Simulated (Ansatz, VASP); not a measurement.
**W (W(100)): VASP beside Ansatz**

One calculation is typed for both programs; each brings its own data sets. How far apart do they land? Of the first pair: The structure shown is the start of the Ansatz relaxation below; VASP solves that cell, so the two are compared at the walk's first step.

Program: Ansatz 0.2.0. Level of theory: plane waves, with VASP 6.6.1 beside it; PBE. Results are calculated unless marked as measured.

### Step 1. Starting point

The cell holds 8 atoms: 8 W. Cell: a = 3.160 Å, b = 3.160 Å, c = 29.060 Å, α = 90.0°, β = 90.0°, γ = 90.0°. Vacuum lies along c.

Structure file:

```cif
data_structure
_symmetry_space_group_name_H-M 'P 1'
_symmetry_Int_Tables_number 1
_cell_length_a 3.1600
_cell_length_b 3.1600
_cell_length_c 29.0600
_cell_angle_alpha 90.000
_cell_angle_beta 90.000
_cell_angle_gamma 90.000
_cell_volume 290.18
loop_
_atom_site_label
_atom_site_type_symbol
_atom_site_fract_x
_atom_site_fract_y
_atom_site_fract_z
_atom_site_occupancy
W1 W 0.50000 0.50000 0.30970 1
W2 W 0.00000 0.00000 0.36407 1
W3 W 0.50000 0.50000 0.41844 1
W4 W 0.00000 0.00000 0.47281 1
W5 W 0.50000 0.50000 0.52719 1
W6 W 0.00000 0.00000 0.58156 1
W7 W 0.50000 0.50000 0.63593 1
W8 W 0.00000 0.00000 0.69030 1
```

### Step 2. Ansatz: relaxation, PBE

Ansatz runs on its default PAW (the set named soft_2) files.

The two programs are compared at the cell with which this relaxation starts, whose forces are those of its first step.

Input file input.yaml:

```yaml
crystal:
  lattice:
    - [3.16, 0.0, 0.0]
    - [0.0, 3.16, 0.0]
    - [0.0, 0.0, 29.06]
  atoms:
    - { symbol: W, position: [0.5, 0.5, 0.3097040606] }
    - { symbol: W, position: [0.0, 0.0, 0.364074329] }
    - { symbol: W, position: [0.5, 0.5, 0.4184445974] }
    - { symbol: W, position: [0.0, 0.0, 0.4728148658] }
    - { symbol: W, position: [0.5, 0.5, 0.5271851342] }
    - { symbol: W, position: [0.0, 0.0, 0.5815554026] }
    - { symbol: W, position: [0.5, 0.5, 0.635925671] }
    - { symbol: W, position: [0.0, 0.0, 0.6902959394] }
kpoints:
  mp_grid: { grid: [10, 10, 1] }
hamiltonian:
  xc: pbe
scf:
  occupations: { method: fermi_dirac, width: 0.1 }
efield:
  axis: 3
  dipole_correction: true
  ramp_width: 0.05
relax:
  f_tol: 0.02
  max_steps: 60
  constraints: [{ sites: [0, 1, 2, 3] }]
output:
  write_potential: true
  write_density: true
  volumetric_format: npy
```

Launch:

```console
$ ansatz run input.yaml --threads 4 --pin off --max-ram 8192MiB --backend cpu --events-out ev --progress --plain --runs-dir out
```

Numbers of over 12 decimals in the logs are rounded to 6 here.

The log of the run:

```text
Engine: ansatz 0.2.0, x86_64-unknown-linux-gnu
Pseudopotentials: kind: paw
Pseudopotential: W, paw, valence charge 14, recommended cutoff 420 eV (normal), W.paw.azcp
Functional definition: PBE
  parameter kappa = 0.804
  parameter beta = 0.066725
  exchange = pbe_x(kappa = kappa, mu = beta*pi^2/3)
  correlation = pbe_c(beta = beta)
Crystal: 8 atoms, lattice volume = 290.182 Å³
Basis set: ecut = 420 eV, 5681 PW (Γ), exchange–correlation on 48×48×400 points (8 copies of the dense FFT grid, shifted against one another)
Bands: 68, of which v1, the nominal top of the filled ones, is band 56 counted from 1 (55 counted from 0)
Symmetry: 8 space group operations
k-points: 21 of 100
Non-local potential: W, projectors of the file, l = 0: 3, l = 1: 2, l = 2: 2, l = 3: 1
PAW form: soft (Blöchl's): semilocal exchange-correlation on the pseudo side does not see the compensation charge
PAW one-centre angular grid: W, 590 points (default); XC on 64 Gauss nodes
Initial density: superposition of atomic densities (neutral atoms: chi_scale 0, normalization atom), corrected by the library's trained network
Initial wavefunctions: pseudopotential atomic-orbital guess
Functional: x = pbe(κ = 0.804, μ = 0.219515), c = pbe(β = 0.066725)
SCF iter   1: F=—  HF=-83073.409687 eV  |F-HF|=—  |Δ(HF+E_count)|=         —  Δρ=5.24e-3  dr2=1.81e-1  ethr=1.77e-3  p=0.000 e·Å  D=1.55e-13 V/Å  ΔV_dip=-0.00 eV  dr2_dipole=5.50e-8  V_vac-E_F(+/−)=4.29/4.29 eV  ⟨swp⟩=8.8  Hψ=6626  notcnv=0
efield: sawtooth ramp at fractional position 0.9750 (placed from the atoms, in the widest stretch of the axis that holds none; the zero of the levels goes with the place), width 0.0500; the density the first Hamiltonian is built on has a dipole p = 0.000 e·Å; the dipole correction subtracts the counter field D = 1.55e-13 V/Å, which shifts the + side's vacuum level by -0.00 eV against the − side's; the planar-averaged density in the ramp window peaks in size at 1.1e-5 e/Å³
preconditioner: auto → LDOS  [metal: Δε(μ)=0.015 eV  Ē_g=4.650 eV  σ=0.100 eV  W_gap=0.04  n_scr=64 (ndim 8)  ℏωp=15.1 eV  f_vac=0.494  D(μ)=7.44/eV (n_scr^D=46)  β→1.0]
SCF iter   2: F=—  HF=-83073.391462 eV  |F-HF|=—  |Δ(HF+E_count)|=   1.82e-2  Δρ=2.83e-3  dr2=5.49e-2  ethr=1.62e-4  p=-0.000 e·Å  D=-7.03e-6 V/Å  ΔV_dip=0.00 eV  dr2_dipole=1.95e-8  V_vac-E_F(+/−)=4.21/4.21 eV  ⟨swp⟩=2.6  Hψ=2401  notcnv=0  defer=2
SCF iter   3: F=—  HF=-83073.389122 eV  |F-HF|=—  |Δ(HF+E_count)|=   2.34e-3  Δρ=1.14e-3  dr2=1.01e-2  ethr=4.90e-5  p=-0.000 e·Å  D=-4.34e-6 V/Å  ΔV_dip=0.00 eV  dr2_dipole=1.36e-8  V_vac-E_F(+/−)=4.22/4.22 eV  ⟨swp⟩=2.2  Hψ=1953  notcnv=0  defer=2
SCF iter   4: F=—  HF=-83073.388718 eV  |F-HF|=—  |Δ(HF+E_count)|=   4.05e-4  Δρ=3.56e-4  dr2=4.22e-4  ethr=9.00e-6  p=-0.000 e·Å  D=-2.57e-6 V/Å  ΔV_dip=0.00 eV  dr2_dipole=8.43e-10  V_vac-E_F(+/−)=4.21/4.21 eV  ⟨swp⟩=2.4  Hψ=1932  notcnv=0  defer=2
SCF iter   5: F=—  HF=-83073.388851 eV  |F-HF|=—  |Δ(HF+E_count)|=   1.33e-4  Δρ=1.27e-4  dr2=4.67e-5  ethr=3.77e-7  p=-0.000 e·Å  D=-7.38e-7 V/Å  ΔV_dip=0.00 eV  dr2_dipole=5.88e-11  V_vac-E_F(+/−)=4.21/4.21 eV  ⟨swp⟩=3.3  Hψ=2610  notcnv=0  defer=1
SCF iter   6: F=-83073.388895 eV  HF=-83073.388890 eV  |F-HF|=4.24e-6  |Δ(HF+E_count)|=   3.97e-5  Δρ=3.98e-5  dr2=6.42e-6  ethr=8.93e-9  p=-0.000 e·Å  D=-2.26e-7 V/Å  ΔV_dip=0.00 eV  dr2_dipole=6.56e-11  V_vac-E_F(+/−)=4.21/4.21 eV  ⟨swp⟩=15.3  Hψ=15676  notcnv=0
SCF 1 converged in 6 iterations: F = -83073.388895 eV  dr2 = 6.42e-6
  greatest PAW one-centre occupation: 1.000 electrons in one spin orbital (limit 2), on the W atom at site 7 (counted from 0), in its partial waves of l = 0
relax step   1: F+E_penalty+E_count = -83073.38889461 eV  Δ(F+E_penalty+E_count) = +0.000e0 eV  max|allowed force component| = 1.674e0 eV/Å  Δτ_max = 0.0000 Å  (6 SCF iters, dr2 threshold 1.00e-5 eV, accepted)
Initial density: handed on by an earlier stage of this run
Initial wavefunctions: those handed on with the density
SCF iter   1: F=—  HF=-83073.368369 eV  |F-HF|=—  |Δ(HF+E_count)|=         —  Δρ=1.36e-2  dr2=6.94e0  ethr=3.10e-3  p=-0.000 e·Å  D=-1.45e-7 V/Å  ΔV_dip=0.00 eV  dr2_dipole=3.56e0  V_vac-E_F(+/−)=4.29/4.29 eV  ⟨swp⟩=6.5  Hψ=4073  notcnv=0
efield: sawtooth ramp at fractional position 0.9750 (handed on by an earlier solve), width 0.0500; the density the first Hamiltonian is built on has a dipole p = -0.000 e·Å; the dipole correction subtracts the counter field D = -1.45e-7 V/Å, which shifts the + side's vacuum level by +0.00 eV against the − side's; the planar-averaged density in the ramp window peaks in size at 1.5e-6 e/Å³
preconditioner: auto → LDOS  [metal: Δε(μ)=0.009 eV  Ē_g=4.755 eV  σ=0.100 eV  W_gap=0.02  n_scr=64 (ndim 8)  ℏωp=15.1 eV  f_vac=0.500  D(μ)=6.77/eV (n_scr^D=38)  β→1.0]
[...]
SCF iter   3: F=—  HF=-83073.516550 eV  |F-HF|=—  |Δ(HF+E_count)|=   2.46e-5  Δρ=2.96e-4  dr2=8.93e-4  ethr=1.26e-6  p=0.005 e·Å  D=2.95e-3 V/Å  ΔV_dip=-0.09 eV  dr2_dipole=1.22e-5  V_vac-E_F(+/−)=4.11/4.20 eV  ⟨swp⟩=2.9  Hψ=2350  notcnv=0
SCF iter   4: F=—  HF=-83073.516461 eV  |F-HF|=—  |Δ(HF+E_count)|=   8.96e-5  Δρ=4.04e-5  dr2=9.48e-6  ethr=7.98e-7  p=0.005 e·Å  D=3.03e-3 V/Å  ΔV_dip=-0.09 eV  dr2_dipole=1.40e-7  V_vac-E_F(+/−)=4.11/4.20 eV  ⟨swp⟩=2.0  Hψ=1869  notcnv=0
SCF iter   5: F=—  HF=-83073.516347 eV  |F-HF|=—  |Δ(HF+E_count)|=   1.14e-4  Δρ=1.35e-5  dr2=1.13e-6  ethr=8.47e-9  p=0.005 e·Å  D=3.00e-3 V/Å  ΔV_dip=-0.09 eV  dr2_dipole=1.10e-9  V_vac-E_F(+/−)=4.11/4.20 eV  ⟨swp⟩=3.0  Hψ=2562  notcnv=0
SCF iter   6: F=—  HF=-83073.516347 eV  |F-HF|=—  |Δ(HF+E_count)|=   4.68e-7  Δρ=5.17e-6  dr2=2.78e-7  ethr=1.01e-9  p=0.005 e·Å  D=2.95e-3 V/Å  ΔV_dip=-0.09 eV  dr2_dipole=1.17e-8  V_vac-E_F(+/−)=4.11/4.20 eV  ⟨swp⟩=2.2  Hψ=2031  notcnv=0
SCF iter   7: F=-83073.516348 eV  HF=-83073.516348 eV  |F-HF|=1.41e-9  |Δ(HF+E_count)|=   8.16e-8  Δρ=2.29e-6  dr2=4.44e-8  ethr=8.93e-11  p=0.005 e·Å  D=2.92e-3 V/Å  ΔV_dip=-0.08 eV  dr2_dipole=1.96e-10  V_vac-E_F(+/−)=4.12/4.20 eV  ⟨swp⟩=12.5  Hψ=11445  notcnv=0
SCF 5 converged in 7 iterations: F = -83073.516348 eV  dr2 = 4.44e-8
relax step   5: F+E_penalty+E_count = -83073.51634753 eV  Δ(F+E_penalty+E_count) = -4.655e-4 eV  max|allowed force component| = 4.751e-3 eV/Å  Δτ_max = 0.0128 Å  (7 SCF iters, accepted)
NSCF: frozen V_eff on 21 k-points
the band table was solved once a step of the walk had ended and its energy, with any forces and stress, was formed, with the checks that follow a solve (6917 applications of the Hamiltonian). They found nothing against the state; the energy, forces and stress were not computed again (output.eigenvalues in the input reference)
WARN: The output density's exchange-correlation potential varies sharply where the density is thin. Do not read a vacuum level from v_tot or v_xc, or from such a field of the output density. On a cell that repeats whose density bears no net charge and no dipole along the vacuum's axis use v_es (v_loc + v_h of the components); under efield.dipole_correction with no amplitude use v_es + v_field, which holds any externa [...]
SCF converged after 7 iterations
Free energy (F): -83073.516348 eV
Harris-Foulkes:  -83073.516348 eV  (|F-HF|=1.41e-9)
Internal energy: -83073.280012 eV  (E = F + TS)
E sigma→0 (E₀):  -83073.398180 eV
Entropy (-TS):   -0.236336 eV (-29.542 meV/atom)
Fermi energy:    7.567696 eV
Dipole field:    D = 0.002937 V/Å  (p = 0.004709 e·Å, saw-weighted, corrected)
Work function:   Φ+ = 4.1158 eV   Φ− = 4.2012 eV
Levels:          The Fermi level and band energies are counted from a zero that moves with the ramp; work functions are not
--- Per-component energies (eV) ---
  E_band       = -2307.789053
  E_kinetic    = 3590.832247
  E_local      = -180932.442366  (includes V_loc(G=0)·N_el)
  E_nonlocal   = 9.326421
  E_hartree    = 88963.133214
  E_xc         = -2128.949837
  E_vxc        = -1901.671872  (∫ρ·V_xc dr)
  E_paw        = -68500.423184  (= ΣΔE_a)
  E_vpaw       = -1000.137542  (= ΣTr[D̂ρ^β])
  E_aug_tail   = -0.000464  (compensation charges beyond the density's cutoff)
  E_efield     = 0.000007  (sawtooth field / dipole correction)
  E_vefield    = -0.003214  (∫n·V_field dr)
  E_ewald      = 75925.243950
  E_smearing   = -0.236336  (= −TS)
  E_closure    = 0.000000  (closes the sum)
  Σ components = -83073.516348   (vs F -83073.516348, Δ=0.00e0)
--- Forces (eV/Å), atoms counted from 1 ---
  atom   1  W      0.00000000     0.00000000     1.36758820
  atom   2  W      0.00000000     0.00000000    -1.72209251
  atom   3  W      0.00000000     0.00000000     0.10802716
  atom   4  W     -0.00000000     0.00000000     0.24788050
  atom   5  W     -0.00000000     0.00000000     0.00475094
  atom   6  W      0.00000000     0.00000000    -0.00072284
  atom   7  W      0.00000000     0.00000000    -0.00456370
  atom   8  W      0.00000000     0.00000000    -0.00091356
  max |Σ_I F_I| component: 4.58e-5 eV/Å
--- Band table (eV; the first three rows and the last of 21) ---
  k-point 0: bands = [... 52 lower, 6.9970, 7.2584, 7.2584, 7.2883, 7.3181, 7.3216, 7.7186, 7.9607, ... 8 higher]
  k-point 1: bands = [... 52 lower, 7.0325, 7.0567, 7.1419, 7.2892, 7.6025, 7.7593, 7.8785, 8.0252, ... 8 higher]
  k-point 2: bands = [... 52 lower, 6.7664, 6.8506, 6.9241, 7.8073, 7.8539, 7.9096, 8.1658, 8.2962, ... 8 higher]
  k-point 20: bands = [... 52 lower, 7.5474, 7.5474, 9.5052, 9.5228, 9.6383, 9.6383, 9.7986, 9.7986, ... 8 higher]
--- Relaxed structure (5 steps of the walk, 4 accepted, 0 SCFs on fresh bases) ---
  F+E_penalty+E_count = -83073.51634753 eV   max|allowed force component| = 4.751e-3 eV/Å
  atoms:
    - { symbol: W, position: [0.500000, 0.500000, 0.309704] }
    - { symbol: W, position: [0.0, 0.0, 0.364074329] }
    - { symbol: W, position: [0.500000, 0.500000, 0.418445] }
    - { symbol: W, position: [0.0, 0.0, 0.472815] }
    - { symbol: W, position: [0.500000, 0.500000, 0.528075] }
    - { symbol: W, position: [0, 0.0, 0.582539] }
    - { symbol: W, position: [0.500000, 0.500000, 0.638999] }
    - { symbol: W, position: [0, 0.0, 0.688050] }
```

The column dr2 measures how far the density is from self-consistency, as an energy; F and HF (Harris–Foulkes) agree once it is small.

(Continued in part 2 of 2.)

[Lines on the potential files, build, host, timing and source positions are cut from VASP's logs without a mark.]

[Logs are printed without paths, hosts, clocks, repeated set-up lines and the standing remarks that a program may print on its own settings, such as how far it seeks lower states.]

[Hosts, paths, dates, database ids (printed as entryN), source tags and the programs' standing remarks are cut or masked in the printed files.]
